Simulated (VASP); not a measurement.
A convergence study with VASP on Pt3Ti (L1_2): one setting is varied, all else stays as given below, so the limit is that of these other settings.

```yaml
crystal:
  lattice:
    - [3.92000, 0.00000, 0.00000]
    - [0.00000, 3.92000, 0.00000]
    - [0.00000, 0.00000, 3.92000]
  atoms:
    - { symbol: Ti, position: [0.00000, 0.00000, 0.00000] }
    - { symbol: Pt, position: [0.00000, 0.50000, 0.50000] }
    - { symbol: Pt, position: [0.50000, 0.00000, 0.50000] }
    - { symbol: Pt, position: [0.50000, 0.50000, 0.00000] }
```

Level of theory: PBE GGA, VASP's PBE PAW potentials (set 64) (plane waves; VASP). The tightest run used: 550 eV cut-off, 13×13×13 Monkhorst-Pack mesh, first-order Methfessel-Paxton smearing of 0.10 eV, potentials Ti_sv Pt.

### Question
The settings run are 1×1×1 mesh; 2×2×2 mesh; 3×3×3 mesh; 4×4×4 mesh; 5×5×5 mesh; 6×6×6 mesh; 7×7×7 mesh; 8×8×8 mesh; 9×9×9 mesh; 10×10×10 mesh; 11×11×11 mesh; 12×12×12 mesh; 13×13×13 mesh. From which on does the stress (every component) stay within 0.5 GPa of the tightest run?

### Answer
From 4×4×4 mesh on: it is off by 0.08 there and by no more than 0.5 in any finer run, while 3×3×3 mesh is off by 1.89.
```tsv
setting	E (eV/atom)	pressure (GPa)	irreducible k-points	difference judged (GPa)
1×1×1 mesh	-3.9744	64.14	1	59.16
2×2×2 mesh	-7.4260	5.38	1	0.40
3×3×3 mesh	-7.3426	6.87	4	1.89
4×4×4 mesh	-7.3807	5.06	4	0.08
5×5×5 mesh	-7.3799	4.87	10	0.11
6×6×6 mesh	-7.3851	5.09	10	0.11
7×7×7 mesh	-7.3818	4.98	20	0.00
8×8×8 mesh	-7.3838	4.93	20	0.05
9×9×9 mesh	-7.3837	4.96	35	0.02
10×10×10 mesh	-7.3831	5.06	35	0.08
11×11×11 mesh	-7.3841	4.93	56	0.05
12×12×12 mesh	-7.3834	5.02	56	0.04
13×13×13 mesh	-7.3832	4.98	84	0.00
```

Left out are rungs that failed or repeat a setting and relaxations that didn't move; long series are thinned to 24 rows.

The compound is Pt3Ti in the L1_2 structure. The cell was not relaxed at this level.
